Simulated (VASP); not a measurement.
```xyz
4
Lattice="1.5528 -2.6896 0.0000 1.5528 2.6896 0.0000 0.0000 0.0000 4.9739" Properties=species:S:1:pos:R:3 pbc="T T T"
Al     1.5528    -0.8965     2.4873
Al     1.5528     0.8965     0.0004
N      1.5528    -0.8965     4.3866
N      1.5528     0.8965     1.8997
```

Computed with r2SCAN meta-GGA, VASP's PBE PAW potentials (set 64) (plane waves; VASP 6.6.1). Run with 520 eV cut-off, 9×9×5 Γ-centred mesh, tetrahedra with Blöchl corrections, potentials Al N.

The cores are frozen, which limits the accuracy of field gradients.

Task: Give the principal components of the electric field gradient (V/Å²) and the asymmetry η at each nucleus.

Result: 
```
atom   Vxx   Vyy  Vzz     η
----  ----  ----  ---  ----
Al1   -2.6  -2.6  5.2  0.00
Al2   -2.6  -2.6  5.2  0.00
N3    -0.1  -0.1  0.1     -
N4    -0.1  -0.1  0.1     -
```

The compound is AlN in the wurtzite structure. It was relaxed first.
